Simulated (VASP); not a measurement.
HfIn4SiO6 under changes of volume

One of the cells (16.086 Å³/atom); the others are scaled copies at fixed shape and fractional positions:

```
Hf In Si O
1.0
     2.73402   -4.73447    0.00451
     2.73402    4.73447    0.00451
    -1.87543    0.00000    7.45319
Hf In Si O
1 4 1 6
Direct
  0.20480 0.79520 0.00000
  0.37139 0.62861 0.50000
  0.53812 0.46188 0.00000
  0.03500 0.96500 0.50000
  0.70907 0.29093 0.50000
  0.87146 0.12854 0.00000
  0.10741 0.06918 0.86667
  0.93082 0.89259 0.13333
  0.83975 0.37820 0.86669
  0.62180 0.16025 0.13331
  0.19813 0.46891 0.13338
  0.53109 0.80187 0.86662
```

The cell was built by a generator and needn't be a form met in nature.

| Property | Result |
| --- | --- |
| Program | VASP 6.6.1 |
| Functional | PBE |
| Potentials or basis | VASP PAW PBE potentials, release 64 (Hf_pv, In_d, Si, O) |
| Cutoff | 520 eV |
| k mesh | 6 × 6 × 4 |
| Occupations | fermi-dirac, width 0.05 eV |
| Spin | no spin polarisation |

```csv
volume (Å³/atom),energy over the lowest point (meV/atom),pressure (GPa),largest force (eV/Å)
14.824,19.98,8.0,0.650
15.140,7.09,4.9,0.405
15.455,0.00,2.1,0.196
16.086,0.80,-2.6,0.277
16.401,?,?,?
16.717,18.17,-6.4,0.606
```

Q: What does the run at 16.401 Å³/atom give?

A: Energy over the lowest point 7.64 meV/atom; pressure -4.6 GPa; largest force 0.445 eV/Å.

Worked out: A Birch-Murnaghan fit of order 3 (a polynomial in V^(-2/3)) to the other rows has its minimum at 15.74 Å³/atom with B0 = V·E''(V) = 118 GPa and B' = 4.6 at fixed shape and positions, which overstates the stiffness. It gives 7.62 meV/atom at 16.401 Å³/atom, against the run's 7.64, and -dE/dV = -4.4 GPa, against -4.6.

Energies are extrapolated to zero smearing.
